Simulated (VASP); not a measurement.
# Zr (Zirconium) with PBE + D3(BJ): from relaxation to properties

What structure and properties does PBE + D3(BJ) give Zr (Zirconium), and how near are they to the measured ones? The steps: relaxing cell and atoms (PBE + D3(BJ)), second relaxation, single point with fields (PBE + D3(BJ)), bands along the symmetry lines (PBE + D3(BJ)), density of states (PBE + D3(BJ)), volume scan with PBE + D3(BJ), fit for PBE + D3(BJ), core-level energies (PBE + D3(BJ)) and bands along the symmetry lines (PBE + D3(BJ) + SOC). The start is a cell from a database of measured crystal structures.

Main program and level: VASP 6.6.1; PBE with D3(BJ); plane waves and PAW (Zr_sv), in the first sound run; inputs show where later runs differ.

**Measured values to reproduce.**

For Zr, hexagonal close-packed (alpha) (commercial-grade powder, deuterated, multiphase, after 286 C anneal, 300 K), “The preparation of Zr-deuteride and phase stability studies of the Zr-D system” (2017, arxiv:1701.02117) gives, by neutron powder diffraction, Rietveld: lattice constant a (a of alpha-Zr after heat treatment) 3.2349 ± 0.0003 Å [alpha-Zr in a multiphase deuterated commercial-grade powder; may contain dissolved …]; lattice constant c (c of alpha-Zr after heat treatment) 5.1512 ± 0.0001 Å [alpha-Zr in a multiphase deuterated commercial-grade powder; may contain dissolved …].

### 1. The structure

Before any relaxation, the start is as follows. Symmetry: P6_3/mmc, No. 194, hexagonal system. The conventional cell has a = 3.232 Å, b = 3.232 Å, c = 5.147 Å, α = 90.00°, β = 90.00°, γ = 120.00°. Nearest to Zr lie 12 Zr at 3.18 to 3.23 Å.

### 2. Relaxing cell and atoms (PBE + D3(BJ))

The start need not lie at this functional's minimum. ISIF = 3 frees volume, shape and positions, and EDIFFG sets the threshold on forces and stress at which the search stops. PBE, the usual starting point, adds the gradient of the density. A dispersion term adds the long-range attraction that semilocal functionals lack. D3 with Becke-Johnson damping keeps a finite attraction at short range.

The input, INCAR:

```
SYSTEM = Zr
PREC = Accurate
ENCUT = 400
EDIFF = 1E-06
NELM = 100
ISMEAR = 1
SIGMA = 0.2
LREAL = .FALSE.
ALGO = Normal
GGA = PE
IVDW = 12
NBANDS = 18
LORBIT = 11
LWAVE = .FALSE.
LCHARG = .FALSE.
KPAR = 2
IBRION = 2
NSW = 60
ISIF = 3
EDIFFG = -0.01
```

The input, POSCAR:

```
Zr
1.0
    3.2320000000      0.0000000000      0.0000000000
   -1.6160000000      2.7989941050      0.0000000000
    0.0000000000      0.0000000000      5.1470000000
Zr
2
Direct
    0.3333333333      0.6666666667      0.2500000000
    0.6666666667      0.3333333333      0.7500000000
```

The input, KPOINTS:

```
Automatic mesh
0
Gamma
7 7 4
0 0 0
```

Potentials, in the order of the species: Zr_sv (PBE family, release 64).

On the command line:

```
$ mpirun -np 2 vasp_std
```

The program printed:

```text
[banner, memory and clock lines left out]
running    2 mpi-ranks, on    1 nodes
 distrk:  each k-point on    1 cores,    2 groups
 distr:  one band on    1 cores,    1 groups

 POSCAR found type information on POSCAR Zr
 POSCAR found :  1 types and       2 ions
 LDA part: xc-table for (Slater+PW92), standard interpolation
 POSCAR, INCAR and KPOINTS ok, starting setup
 FFT: planning ... GRIDC
 FFT: planning ... GRID_SOFT
 FFT: planning ... GRID
 WAVECAR not read
 entering main loop
       N       E                     dE             d eps       ncg     rms          rms(c)
DAV:   1     0.181587969722E+03    0.18159E+03   -0.11729E+04   872   0.109E+03
DAV:   2    -0.384028682102E+01   -0.18543E+03   -0.18261E+03  1016   0.342E+02
DAV:   3    -0.174477116871E+02   -0.13607E+02   -0.13536E+02  1578   0.653E+01
DAV:   4    -0.177365036563E+02   -0.28879E+00   -0.28851E+00   990   0.980E+00
DAV:   5    -0.177427238745E+02   -0.62202E-02   -0.62185E-02  1276   0.112E+00    0.143E+01
DAV:   6    -0.171418155987E+02    0.60091E+00   -0.94912E-01   922   0.768E+00    0.563E+00
DAV:   7    -0.170246714698E+02    0.11714E+00   -0.61332E-01  1190   0.539E+00    0.112E+00
DAV:   8    -0.170303587083E+02   -0.56872E-02   -0.39568E-02  1128   0.150E+00    0.280E-01
DAV:   9    -0.170305038806E+02   -0.14517E-03   -0.16957E-03  1040   0.379E-01    0.375E-02
DAV:  10    -0.170304598533E+02    0.44027E-04   -0.40742E-05  1186   0.376E-02    0.243E-02
DAV:  11    -0.170304607189E+02   -0.86556E-06   -0.93995E-06   934   0.341E-02
   1 F= -.18087010E+02 E0= -.18086822E+02  d E =-.180870E+02
 curvature:   0.00 expect dE= 0.000E+00 dE for cont linesearch  0.000E+00
 trial: gam= 0.00000 g(F)=  0.160E-47 g(S)=  0.724E-01 ort = 0.000E+00 (trialstep = 0.100E+01)
 search vector abs. value=  0.724E-01
 bond charge predicted
       N       E                     dE             d eps       ncg     rms          rms(c)
DAV:   1    -0.180281306963E+02   -0.99767E+00   -0.35787E+01  1016   0.557E+01    0.110E+01
DAV:   2    -0.170768604848E+02    0.95127E+00   -0.28633E+00   912   0.145E+01    0.319E+00
DAV:   3    -0.168937524660E+02    0.18311E+00   -0.11487E+00  1240   0.730E+00    0.208E+00
DAV:   4    -0.169246005099E+02   -0.30848E-01   -0.90985E-02  1182   0.118E+00    0.830E-01
DAV:   5    -0.169461036012E+02   -0.21503E-01   -0.79419E-02  1268   0.140E+00    0.289E-01
DAV:   6    -0.169457678596E+02    0.33574E-03   -0.28182E-03  1218   0.390E-01    0.931E-02
DAV:   7    -0.169458471596E+02   -0.79300E-04   -0.18625E-04  1130   0.125E-01    0.187E-02
DAV:   8    -0.169458438191E+02    0.33404E-05   -0.39406E-06   888   0.186E-02    0.596E-03
DAV:   9    -0.169458450915E+02   -0.12724E-05   -0.20697E-06   708   0.728E-03    0.426E-04
DAV:  10    -0.169458453036E+02   -0.21210E-06   -0.15991E-07   470   0.302E-03
   2 F= -.18086522E+02 E0= -.18086695E+02  d E =0.487559E-03
 trial-energy change:    0.000488  1 .order    0.001830   -0.072444    0.076104
 step:   0.5012(harm=  0.4877)  dis= 0.00000  next Energy=   -18.105335 (dE=-0.183E-01)
 bond charge predicted
       N       E                     dE             d eps       ncg     rms          rms(c)
DAV:   1    -0.172513718955E+02   -0.30553E+00   -0.86509E+00   952   0.281E+01    0.487E+00
DAV:   2    -0.170524986546E+02    0.19887E+00   -0.86298E-01  1024   0.764E+00    0.176E+00
DAV:   3    -0.169955876681E+02    0.56911E-01   -0.28772E-01  1248   0.378E+00    0.922E-01
DAV:   4    -0.170025171868E+02   -0.69295E-02   -0.25451E-02  1058   0.681E-01    0.383E-01
DAV:   5    -0.170079049509E+02   -0.53878E-02   -0.18277E-02  1276   0.673E-01    0.188E-01
DAV:   6    -0.170079763912E+02   -0.71440E-04   -0.69142E-04   988   0.192E-01    0.549E-02
DAV:   7    -0.170079878303E+02   -0.11439E-04   -0.36845E-05  1276   0.538E-02    0.143E-02
DAV:   8    -0.170079873513E+02    0.47902E-06   -0.33294E-06   744   0.187E-02
   3 F= -.18105637E+02 E0= -.18105711E+02  d E =-.186275E-01
 curvature:  -0.24 expect dE=-0.196E-05 dE for cont linesearch -0.537E-07
 trial: gam=-0.00163 g(F)=  0.386E-46 g(S)=  0.806E-05 ort = 0.126E-03 (trialstep = 0.900E+00)
 search vector abs. value=  0.784E-05
 reached required accuracy - stopping structural energy minimisation
```

Wall time 21 s (2 MPI ranks of AMD EPYC 7R43, shared host); peak memory 0.25 GiB; 41 s of CPU time.

The logs omit lines about the potential files and the build; timing stands in the text.

From OUTCAR (step 2):

```text
ion  position               nearest neighbor table
   1  0.333  0.667  0.250-   2 3.18   2 3.18   2 3.18   2 3.18   2 3.18   2 3.18
   2  0.667  0.333  0.750-   1 3.18   1 3.18   1 3.18   1 3.18   1 3.18   1 3.18

  LATTYP: Found a hexagonal cell.
 ALAT       =     3.2320000000
 C/A-ratio  =     1.5925123762

 Subroutine GETGRP returns: Found 24 space group operations
 (whereof 12 operations were pure point group operations)

The static configuration has the point symmetry D_3d.
 The point group associated with its full space group is D_6h.

 Found     24 irreducible k-points:

   k-points           NKPTS =     24   k-points in BZ     NKDIM =     24   number of bands    NBANDS=     18

   dimension x,y,z NGX =    24 NGY =   24 NGZ =   36
   dimension x,y,z NGXF=    48 NGYF=   48 NGZF=   72

   ENCUT  =  400.0 eV  29.40 Ry    5.42 a.u.   5.27  5.27  8.39*2*pi/ulx,y,z

   NELECT =      24.0000    total number of electrons

 k-points in reciprocal lattice and weights: Automatic mesh
   0.00000000  0.00000000  0.00000000       0.005
   0.14285714 -0.00000000  0.00000000       0.031
   0.28571429  0.00000000  0.00000000       0.031
   0.42857143 -0.00000000  0.00000000       0.031
   0.14285714  0.14285714  0.00000000       0.031
   0.28571429  0.14285714  0.00000000       0.061
   0.42857143  0.14285714  0.00000000       0.031
   0.28571429  0.28571429  0.00000000       0.031
   0.00000000  0.00000000  0.25000000       0.010
[...]
0.42857143  0.14285714  0.50000000       0.031
   0.28571429  0.28571429  0.50000000       0.031

 Edisp (eV)   -1.14068

 average (electrostatic) potential at core
       1 -74.0935       2 -74.0935

 E-fermi :   9.4886

 k-point     1 :       0.0000    0.0000    0.0000
  band No.  band energies     occupation
    ...
      6     -16.8224      2.00000
      7     -16.8154      2.00000
      8     -16.8154      2.00000
      9       3.6900      2.00000
     10       6.2780      2.00000
     11      10.2768     -0.00000
     12      10.2768     -0.00000
     13      10.4418     -0.00000
     14      10.7274     -0.00000
     15      11.0083     -0.00000
    ...

 k-point     2 :       0.1429   -0.0000    0.0000
  band No.  band energies     occupation
    ...
      7     -16.8527      2.00000
      8     -16.8352      2.00000
      9       4.2662      2.00000
     10       6.7796      2.00000
     11       9.3746      1.81217
     12       9.6642     -0.01485
     13      10.5311     -0.00000
     14      10.8243     -0.00000
     15      11.1567     -0.00000
     16      11.1637     -0.00000
    ...

 k-point     3 :       0.2857    0.0000    0.0000
  band No.  band energies     occupation
    ...
      8     -16.8853      2.00000
      9       5.6281      2.00000
     10       7.2986      2.00000
     11       8.1514      2.00000
     12       8.8379      2.00004
     13      10.1469     -0.00003
     14      10.4341     -0.00000
     15      10.6233     -0.00000
     16      12.3435     -0.00000
     17      12.4179     -0.00000
    ...

 Edisp (eV)   -1.09765

  Total       0.00581     0.00581    -0.01632     0.00000     0.00000     0.00000
  in kB       0.20735     0.20735    -0.58257     0.00000     0.00000     0.00000
  external pressure =       -0.06 kB  Pullay stress =        0.00 kB

  energy-cutoff  :      400.00
  volume of cell :       44.89
      direct lattice vectors                 reciprocal lattice vectors
     3.193375473  0.000000000  0.000000000     0.313148268  0.180796237  0.000000000
    -1.596687737  2.765544284 -0.000000000     0.000000000  0.361592474  0.000000000
     0.000000000  0.000000000  5.083253981     0.000000000  0.000000000  0.196724382

 POSITION                                       TOTAL-FORCE (eV/Angst)
 -----------------------------------------------------------------------------------
     -0.00000      1.84370      1.27081         0.000000     -0.000000      0.000000
      1.59669      0.92185      3.81244        -0.000000      0.000000      0.000000
 -----------------------------------------------------------------------------------
    total drift:                               -0.000000      0.000000     -0.000000

  FREE ENERGIE OF THE ION-ELECTRON SYSTEM (eV)
  ---------------------------------------------------
  free  energy   TOTEN  =       -18.1056373869 eV

  energy  without entropy=      -18.1058593382  energy(sigma->0) =      -18.10571137

 reached required accuracy - stopping structural energy minimisation

 total charge
# of ion       s       p       d       tot
------------------------------------------
    1        2.239   5.962   1.666   9.866
    2        2.239   5.962   1.666   9.866
--------------------------------------------------
tot          4.477  11.923   3.331  19.731

[... 3 further parts left out ...]
```

The k-mesh is coarse for a metal. Dispersion corrections of this kind ignore metallic screening and tend to overbind metals. The run keeps the 24 symmetry operations of its start, so it cannot find a distortion of lower symmetry.

Step by step:

```csv
step,energy less that of the first step (eV),largest force (eV/Å),pressure (GPa),volume (Å³)
1,0.0000,0.0000,-3.44,46.56
2,0.0005,0.0000,3.89,43.27
3,-0.0186,0.0000,-0.01,44.89
```

| conventional cell, symmetrised | before | after | change |
| --- | --- | --- | --- |
| a (Å) | 3.232 | 3.193 | -1.2 % |
| b (Å) | 3.232 | 3.193 | -1.2 % |
| c (Å) | 5.147 | 5.083 | -1.2 % |
| volume (Å³/atom) | 23.28 | 22.45 | -3.6 % |

The relaxed structure:

```cif
data_structure
_symmetry_space_group_name_H-M 'P 1'
_symmetry_Int_Tables_number 1
_cell_length_a 3.1934
_cell_length_b 3.1934
_cell_length_c 5.0833
_cell_angle_alpha 90.000
_cell_angle_beta 90.000
_cell_angle_gamma 120.000
_cell_volume 44.89
loop_
_atom_site_label
_atom_site_type_symbol
_atom_site_fract_x
_atom_site_fract_y
_atom_site_fract_z
_atom_site_occupancy
Zr1 Zr 0.33333 0.66667 0.25000 1
Zr2 Zr 0.66667 0.33333 0.75000 1
```

This step gave:

```yaml
electrons: 24
bands: 18
irreducible_k_points: 24
symmetry_operations: 24
free_energy_toten: -18.11 eV
energy_at_zero_smearing: -18.11 eV
fermi_energy: 9.489 eV
pressure: -0.005596 GPa
metallic: yes
scf_cycles_over_all_ionic_steps: 29
```

It ends with forces that vanish by symmetry and a pressure of -0.01 GPa. The volume lies -3.6 % from that of the database's start, which holds the thermal and zero-point expansion of its experiment.

### 3. Second relaxation

A relaxation keeps the plane waves of the cell it began with, so it is repeated from the new cell, on a basis made for it.

INCAR is that of step 2.

The input, POSCAR:

```
Zr
1.0
    3.1933754732      0.0000000000      0.0000000000
   -1.5966877366      2.7655442835      0.0000000000
    0.0000000000      0.0000000000      5.0832539806
Zr
2
Direct
    0.3333333333      0.6666666667      0.2500000000
    0.6666666667      0.3333333333      0.7500000000
```

KPOINTS is that of step 2.

On the command line:

```
$ mpirun -np 2 vasp_std
```

The program printed:

```text
[... set-up lines as in an earlier step ...]
 entering main loop
       N       E                     dE             d eps       ncg     rms          rms(c)
DAV:   1     0.180458670051E+03    0.18046E+03   -0.11742E+04   864   0.110E+03
DAV:   2    -0.359300418357E+01   -0.18405E+03   -0.18118E+03  1032   0.343E+02
DAV:   3    -0.174147944561E+02   -0.13822E+02   -0.13529E+02  1564   0.649E+01
DAV:   4    -0.176573501036E+02   -0.24256E+00   -0.24231E+00   998   0.975E+00
DAV:   5    -0.176658600305E+02   -0.85099E-02   -0.85080E-02  1274   0.115E+00    0.153E+01
DAV:   6    -0.171060728871E+02    0.55979E+00   -0.87903E-01   918   0.754E+00    0.619E+00
DAV:   7    -0.169991736999E+02    0.10690E+00   -0.59191E-01  1210   0.539E+00    0.112E+00
DAV:   8    -0.170053795371E+02   -0.62058E-02   -0.39750E-02  1110   0.153E+00    0.268E-01
DAV:   9    -0.170055052667E+02   -0.12573E-03   -0.14079E-03  1080   0.348E-01    0.381E-02
DAV:  10    -0.170054625250E+02    0.42742E-04   -0.29476E-05  1190   0.364E-02    0.222E-02
DAV:  11    -0.170054640388E+02   -0.15138E-05   -0.81597E-06   900   0.320E-02    0.311E-03
DAV:  12    -0.170054639828E+02    0.55991E-07   -0.36274E-07   510   0.409E-03
   1 F= -.18103114E+02 E0= -.18103188E+02  d E =-.181031E+02
 curvature:   0.00 expect dE= 0.000E+00 dE for cont linesearch  0.000E+00
 trial: gam= 0.00000 g(F)=  0.556E-47 g(S)=  0.675E-04 ort = 0.000E+00 (trialstep = 0.100E+01)
 search vector abs. value=  0.675E-04
 bond charge predicted
       N       E                     dE             d eps       ncg     rms          rms(c)
DAV:   1    -0.170039940003E+02    0.14700E-02   -0.29812E-02  1034   0.162E+00    0.285E-01
DAV:   2    -0.170032306910E+02    0.76331E-03   -0.23772E-03  1014   0.423E-01    0.914E-02
DAV:   3    -0.170030755109E+02    0.15518E-03   -0.99778E-04  1260   0.214E-01    0.549E-02
DAV:   4    -0.170031051701E+02   -0.29659E-04   -0.59564E-05  1112   0.405E-02    0.216E-02
DAV:   5    -0.170031287832E+02   -0.23613E-04   -0.54587E-05  1306   0.373E-02    0.944E-03
DAV:   6    -0.170031303187E+02   -0.15355E-05   -0.17495E-06   690   0.109E-02    0.200E-03
DAV:   7    -0.170031306684E+02   -0.34971E-06   -0.16118E-07   470   0.444E-03
   2 F= -.18103121E+02 E0= -.18103225E+02  d E =-.659940E-05
 trial-energy change:   -0.000007  1 .order   -0.000005   -0.000068    0.000058
 step:   0.5390(harm=  0.5390)  dis= 0.00000  next Energy=   -18.103132 (dE=-0.182E-04)
 bond charge predicted
       N       E                     dE             d eps       ncg     rms          rms(c)
DAV:   1    -0.170044046152E+02   -0.12743E-02   -0.63175E-03  1032   0.749E-01    0.131E-01
DAV:   2    -0.170042502901E+02    0.15433E-03   -0.50548E-04  1018   0.194E-01    0.418E-02
DAV:   3    -0.170042195470E+02    0.30743E-04   -0.20881E-04  1254   0.981E-02    0.253E-02
DAV:   4    -0.170042223352E+02   -0.27882E-05   -0.12338E-05  1000   0.187E-02    0.995E-03
DAV:   5    -0.170042232676E+02   -0.93236E-06   -0.11707E-05  1276   0.181E-02    0.446E-03
DAV:   6    -0.170042226887E+02    0.57889E-06   -0.34285E-07   470   0.522E-03
   3 F= -.18103133E+02 E0= -.18103224E+02  d E =-.189889E-04
 curvature:  -0.27 expect dE=-0.148E-05 dE for cont linesearch -0.196E-09
 trial: gam= 0.07830 g(F)=  0.145E-46 g(S)=  0.551E-05 ort = 0.222E-06 (trialstep = 0.908E+00)
 search vector abs. value=  0.596E-05
 reached required accuracy - stopping structural energy minimisation
```

Elapsed: 18 s, on 2 MPI ranks; peak memory 0.25 GiB.

OUTCAR, selected parts (step 3):

```text
  LATTYP: Found a hexagonal cell.
 ALAT       =     3.1933754732
 C/A-ratio  =     1.5918121822

 Found     24 irreducible k-points:

   ENCUT  =  400.0 eV  29.40 Ry    5.42 a.u.   5.21  5.21  8.29*2*pi/ulx,y,z

   NELECT =      24.0000    total number of electrons

 Edisp (eV)   -1.09999

 E-fermi :   9.5013

 k-point     1 :       0.0000    0.0000    0.0000
  band No.  band energies     occupation
    ...
      6     -16.8058      2.00000
      7     -16.7992      2.00000
      8     -16.7992      2.00000
      9       3.7026      2.00000
     10       6.2882      2.00000
     11      10.2890     -0.00000
     12      10.2890     -0.00000
     13      10.4577     -0.00000
     14      10.7476     -0.00000
     15      11.0224     -0.00000
    ...

 k-point     2 :       0.1429    0.0000    0.0000
  band No.  band energies     occupation
    ...
      7     -16.8364      2.00000
      8     -16.8190      2.00000
      9       4.2793      2.00000
     10       6.7900      2.00000
     11       9.3859      1.81886
     12       9.6802     -0.02074
     13      10.5453     -0.00000
     14      10.8371     -0.00000
     15      11.1684     -0.00000
     16      11.1802     -0.00000
    ...

 Edisp (eV)   -1.09891

  Total       0.00902     0.00902    -0.00810    -0.00000     0.00000     0.00000
  in kB       0.32223     0.32223    -0.28949    -0.00000     0.00000     0.00000
  external pressure =        0.12 kB  Pullay stress =        0.00 kB

  energy-cutoff  :      400.00
  volume of cell :       44.84
      direct lattice vectors                 reciprocal lattice vectors
     3.192557855  0.000000000  0.000000000     0.313228466  0.180842539 -0.000000000
    -1.596278927  2.764836205 -0.000000000     0.000000000  0.361685079 -0.000000000
     0.000000000  0.000000000  5.080281630     0.000000000  0.000000000  0.196839481

 POSITION                                       TOTAL-FORCE (eV/Angst)
 -----------------------------------------------------------------------------------
     -0.00000      1.84322      1.27007         0.000000     -0.000000      0.000000
      1.59628      0.92161      3.81021        -0.000000      0.000000      0.000000
 -----------------------------------------------------------------------------------
    total drift:                               -0.000000      0.000000     -0.000000

  FREE ENERGIE OF THE ION-ELECTRON SYSTEM (eV)
  ---------------------------------------------------
  free  energy   TOTEN  =       -18.1031330074 eV

  energy  without entropy=      -18.1034049658  energy(sigma->0) =      -18.10322366

 total charge
# of ion       s       p       d       tot
------------------------------------------
    1        2.239   5.962   1.667   9.867
    2        2.239   5.962   1.667   9.867
--------------------------------------------------
tot          4.477  11.924   3.334  19.735

[... 5 parts as in an earlier step ...]

[... 7 further parts left out ...]
```

CONTCAR:

```
Zr
   1.00000000000000
     3.1925578549189524    0.0000000000000000    0.0000000000000000
    -1.5962789274594762    2.7648362052981010   -0.0000000000000000
     0.0000000000000000    0.0000000000000000    5.0802816298613127
  Zr
     2
Direct
     0.3333333332999970    0.6666666667000030    0.2500000000000000
     0.6666666667000030    0.3333333332999970    0.7500000000000000
```

Little changed from the start: no atom moved by 0.005 Å and no cell edge by 0.1 %.

Numbers from this step:

| Item | Value |
| --- | --- |
| free energy (TOTEN) | -18.10 eV |
| energy at zero smearing | -18.10 eV |
| Fermi energy | 9.501 eV |
| pressure | 0.01183 GPa |
| SCF cycles over all ionic steps | 25 |

It ends with forces that vanish by symmetry and a pressure of 0.01 GPa. The volume moved by only 0.11 %, so the cell is settled.

(Continued in part 2 of 5.)

[Lines on the potential files, build, host, timing and source positions are cut from VASP's logs without a mark.]

[Logs are printed without paths, hosts, clocks, repeated set-up lines and the standing remarks that a program may print on its own settings, such as how far it seeks lower states.]

[Hosts, paths, dates, database ids (printed as entryN), source tags and the programs' standing remarks are cut or masked in the printed files.]

[Measured values are set beside computed ones only where the two were judged alike; some that the calculation misses by far are left out.]
